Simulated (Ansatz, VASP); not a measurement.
# AgRh in VASP and in Ansatz

Contents of INCAR:

```
SYSTEM = AgRh
PREC = Accurate
ENCUT = 520
EDIFF = 1E-6
ISMEAR = 0
SIGMA = 0.1
LREAL = .FALSE.
LASPH = .TRUE.
NELM = 60
ALGO = Fast
ISIF = 2
LWAVE = .FALSE.
LCHARG = .TRUE.
GGA = PE
LELF = .TRUE.
LVHAR = .TRUE.
NBANDS = 20
```

File KPOINTS:

```
Automatic mesh
0
G
  18 18 10
  0 0 0
```

Contents of POSCAR:

```
AgRh
1.0
    2.7775881998      0.0000000000      0.0000000000
   -1.3887940999      2.4054619423      0.0000000000
    0.0000000000      0.0000000000      4.8086020000
Ag Rh
1 1
Direct
    0.0000000000      0.0000000000      0.5000000000
    0.6666666667      0.3333333333      0.0000000000
```

Input for Ansatz:

```yaml
crystal:
  lattice:
    - [2.7775881998, 0.0, 0.0]
    - [-1.3887940999, 2.4054619423, 0.0]
    - [0.0, 0.0, 4.808602]
  atoms:
    - { symbol: Ag, position: [0.0, 0.0, 0.5] }
    - { symbol: Rh, position: [0.6666666667, 0.3333333333, 0.0] }
basis:
  ecutwfc: 420
kpoints:
  mp_grid: { grid: [18, 18, 10] }
hamiltonian:
  xc: pbe
scf:
  occupations: { method: gaussian, width: 0.1 }
  lower_state_search: "off"
output:
  forces: true
  stress: true
  eigenvalues: true
```

Alike in both runs: task single point; functional PBE; k mesh 18 × 18 × 10; occupations gaussian, width 0.1 eV; no spin polarisation.

|  | VASP | Ansatz |
| --- | --- | --- |
| version | VASP 6.6.1 | Ansatz 0.2.0 |
| potentials or method | VASP PAW PBE potentials, release 64 (Ag, Rh_pv) | scalar-relativistic, plane waves, PAW |
| plane-wave cutoff (eV) | 520 | 420 |
| valence electrons in the cell | 26 | 36 |

Ansatz gave:

- gap on the k mesh at the Fermi level (eV): none
- pressure (GPa): -2.2
- largest component of the traceless stress (GPa): 0.17

Estimate VASP's values.

gap on the k mesh at the Fermi level (eV): none; pressure (GPa): -2.3; largest component of the traceless stress (GPa): 0.13.

A gap of «none» marks a metal or a gap that the smearing closes. The two sets of potentials don't hold the same shells in valence.
